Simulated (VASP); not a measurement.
Consider the following.

```xyz
2
Lattice="0.0000 2.8542 2.8542 2.8542 0.0000 2.8542 2.8542 2.8542 0.0000" Properties=species:S:1:pos:R:3 pbc="T T T"
Be     0.0000     0.0000     0.0000
Te     1.4271     1.4271     1.4271
```

Calculation: revPBE GGA, VASP's PBE PAW potentials (set 64) (plane waves; VASP). Settings: 520 eV cut-off, 9×9×9 Γ-centred mesh, tetrahedra with Blöchl corrections, potentials Be Te.

Q: Predict the energy per atom (σ→0).

A: 
```
Item                            Value
---------------------  --------------
energy per atom (σ→0)  -3.562 eV/atom
```

The compound is BeTe in the zinc blende structure. It was relaxed first.
